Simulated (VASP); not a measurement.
Calculation: RPBE GGA, VASP's PBE PAW potentials (set 64) (plane waves; VASP 6.6.1).

The input files of a VASP run:

**INCAR**
```
# general
SYSTEM  = GaN
PREC    = Accurate
ENCUT   = 520
LREAL   = .False.
LASPH   = .True.
ICHARG  = 11

# electronic loop
EDIFF   = 1E-7
NELM    = 100
ALGO    = Normal
LMAXMIX = 4

# smearing
ISMEAR  = 0
SIGMA   = 0.05

# functional
GGA     = RP

# output
LWAVE   = .False.
LCHARG  = .False.
LORBIT  = 11
```

### POSCAR
```
GaN
1
    1.6217872381    -2.8090178554     0.0000000000
    1.6217872381     2.8090178554     0.0000000000
    0.0000000000     0.0000000000     5.2789260980
Ga N
2 2
Direct
  0.6666670000   0.3333330000   0.5000311170
  0.3333330000   0.6666670000   0.0000311170
  0.6666670000   0.3333330000   0.8769688830
  0.3333330000   0.6666670000   0.3769688830
```

**KPOINTS**
```
k-points along high-symmetry lines
10
Line-mode
Reciprocal
  0.000000   0.000000   0.000000 ! GAMMA
  0.000000   0.500000   0.000000 ! M

  0.000000   0.500000   0.000000 ! M
 -0.333333   0.666667   0.000000 ! K

 -0.333333   0.666667   0.000000 ! K
  0.000000   0.000000   0.000000 ! GAMMA

  0.000000   0.000000   0.000000 ! GAMMA
  0.000000   0.000000   0.500000 ! A

  0.000000   0.000000   0.500000 ! A
  0.000000   0.500000   0.500000 ! L

  0.000000   0.500000   0.500000 ! L
 -0.333333   0.666667   0.500000 ! H

 -0.333333   0.666667   0.500000 ! H
  0.000000   0.000000   0.500000 ! A

  0.000000   0.500000   0.500000 ! L
  0.000000   0.500000   0.000000 ! M

 -0.333333   0.666667   0.500000 ! H
 -0.333333   0.666667   0.000000 ! K
```

POTCAR, in this order: Ga_d N (PBE.64 set). Program: vasp_std. Read from the step before: CHGCAR.

The run wrote:

### OUTCAR
```
 ion  position               nearest neighbor table
   1  0.667  0.333  0.500-   4 1.98   4 1.98   4 1.98   3 1.99
   2  0.333  0.667  0.000-   3 1.98   3 1.98   3 1.98   4 1.99
   3  0.667  0.333  0.877-   2 1.98   2 1.98   2 1.98   1 1.99
   4  0.333  0.667  0.377-   1 1.98   1 1.98   1 1.98   2 1.99
  LATTYP: Found a hexagonal cell.
 ALAT       =     3.2435744415
 C/A-ratio  =     1.6275026805
 Subroutine PRICEL returns:
 Original cell was already a primitive cell.
 Subroutine GETGRP returns: Found 12 space group operations
The static configuration has the point symmetry C_3v.
 The point group associated with its full space group is C_6v.
The dynamic configuration has the point symmetry C_3v.
 Subroutine INISYM returns: Found 12 space group operations
   k-points           NKPTS =     90   k-points in BZ     NKDIM =     90   number of bands    NBANDS=     22
   number of dos      NEDOS =    301   number of ions     NIONS =      4
   total plane-waves  NPLWV =  23040
   dimension x,y,z NGX =    24 NGY =   24 NGZ =   40
   dimension x,y,z NGXF=    48 NGYF=   48 NGZF=   80
   ions per type =               2   2
   PREC   = accura    normal or accurate (medium, high low for compatibility)
   ISTART =      0    job   : 0-new  1-cont  2-samecut
   ICHARG =     11    charge: 1-file 2-atom 10-const
   ISPIN  =      1    spin polarized calculation?
...
```

### OSZICAR
```
       N       E                     dE             d eps       ncg     rms          rms(c)
DAV:   1     0.270207314575E+03    0.27021E+03   -0.18584E+04  4162   0.304E+03
DAV:   2     0.117853877651E+02   -0.25842E+03   -0.25101E+03  4318   0.535E+02
DAV:   3    -0.203652390905E+02   -0.32151E+02   -0.31692E+02  4578   0.149E+02
DAV:   4    -0.216798330094E+02   -0.13146E+01   -0.13109E+01  5460   0.312E+01
DAV:   5    -0.217005535633E+02   -0.20721E-01   -0.20708E-01  4488   0.361E+00
DAV:   6    -0.217016506219E+02   -0.10971E-02   -0.10969E-02  6126   0.717E-01
DAV:   7    -0.217016621638E+02   -0.11542E-04   -0.11541E-04  4586   0.611E-02
DAV:   8    -0.217016625640E+02   -0.40019E-06   -0.40010E-06  5796   0.103E-02
DAV:   9    -0.217016625716E+02   -0.75961E-08   -0.76080E-08  3238   0.128E-03
   1 F= -.21701663E+02 E0= -.21701663E+02  d E =-.589883E-11
```

OUTCAR:
```
 val. band max:        4.9121206505   @ k =  -0.0000   0.0000   0.0000

 cond. band min:       6.5409253172   @ k =  -0.0000   0.0000   0.0000



 k-point     1 :       0.0000    0.0000    0.0000
  band No.  band energies     occupation
      1     -10.6790      2.00000
      2      -9.9339      2.00000
      3      -8.5041      2.00000
      4      -8.4909      2.00000
      5      -8.4909      2.00000
      6      -8.4389      2.00000
      7      -8.4389      2.00000
      8      -8.2776      2.00000
      9      -8.2776      2.00000
     10      -8.1937      2.00000
     11      -8.1937      2.00000
     12      -6.9713      2.00000
     13      -1.7651      2.00000
     14       3.9437      2.00000
     15       3.9438      2.00000
     16       4.8862      2.00000
     17       4.9121      2.00000
     18       4.9121      2.00000
     19       6.5409      0.00000
     20       8.9017      0.00000
     21      13.9257      0.00000
     22      14.5776      0.00000

 k-point     2 :       0.0000    0.0556    0.0000
  band No.  band energies     occupation
      1     -10.6518      2.00000
      2      -9.9275      2.00000
      3      -8.5023      2.00000
      4      -8.4870      2.00000
      5      -8.4794      2.00000
      6      -8.4360      2.00000
      7      -8.4337      2.00000
      8      -8.2797      2.00000
      9      -8.2779      2.00000
     10      -8.1981      2.00000
     11      -8.1931      2.00000
     12      -6.9510      2.00000
     13      -1.7237      2.00000
     14       3.7114      2.00000
     15       3.8819      2.00000
     16       4.5725      2.00000
     17       4.8599      2.00000
     18       4.8863      2.00000
     19       6.8594      0.00000
     20       9.1066      0.00000
     21      13.8639      0.00000
     22      14.3346      0.00000

 k-point     3 :       0.0000    0.1111    0.0000
  band No.  band energies     occupation
      1     -10.5742      2.00000
      2      -9.9099      2.00000
...
```

The density is held fixed in this step, so its total energy and stress have no physical meaning.

The compound is GaN in the wurtzite structure. It was relaxed first, which changed the volume by +5 %.
